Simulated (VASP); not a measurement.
An input for Ansatz (written as the equivalent of a VASP run, and not itself run):

Ansatz 0.2 input:
```yaml
crystal:
  lattice:
    - [-2.2870000, 2.2870000, 1.2744661]
    - [2.2870000, -2.2870000, 1.2744661]
    - [2.2870000, 2.2870000, -1.2744661]
  atoms:
    - { symbol: V, position: [0.7500000, 0.2500000, 0.5000000] }
    - { symbol: V, position: [0.0000000, 1.0000000, 0.0000000] }
kpoints:
  mp_grid: { grid: [15, 15, 15] }
hamiltonian:
  xc: pbesol
  pseudopotentials: { kind: paw }
scf:
  occupations: { method: methfessel_paxton, width: 0.1 }
  max_iter: 100
relax:
  max_steps: 60
  f_tol: 0.01
  cell: {}
output: { forces: true, stress: true, eigenvalues: true }
```

**Question.** Write the VASP files for the same calculation (PBEsol).

**Answer.** This is not unique; one that fits is 
KPOINTS:
```
Automatic mesh
0
Gamma
15 15 15
0 0 0
```

**INCAR**
```
# general
SYSTEM   =  V
PREC     =  Accurate
ENCUT    =  400
LREAL    =  .FALSE.
LASPH    =  .TRUE.

# electronic loop
EDIFF    =  1E-6
NELM     =  100
ALGO     =  Normal
LMAXMIX  =  4

# smearing
ISMEAR   =  1
SIGMA    =  0.1

# functional
GGA      =  PS

# ions
IBRION   =  2
NSW      =  60
ISIF     =  3
EDIFFG   =  -0.01

# output
LWAVE    =  .FALSE.
LCHARG   =  .FALSE.
```

POSCAR:
```
V
1.0
 -2.2869999841   2.2869999841   1.2744660924
  2.2869999841  -2.2869999841   1.2744660924
  2.2869999841   2.2869999841  -1.2744660924
V
2
Cartesian
 -0.0000000000   2.2869999841   0.6372330462
  2.2869999841  -2.2869999841   1.2744660924
```

POTCAR, in this order: V_sv (PBE.64 set). Program: vasp_std.

Limits of the translation: each code has its own PAW files, so the cut-off isn't converted (ENCUT is set for VASP's; basis.ecutwfc is left out, and Ansatz then takes the one that its files recommend); Ansatz stops its SCF on the density residual and VASP on the energy change (EDIFF).

The structure was generated: V was put into the beta-Sn type (I4_1/amd), which need not be its known phase. This run relaxes it. Symmetry was kept, so distortions that lower it aren't found. The start is the result of an earlier pass.
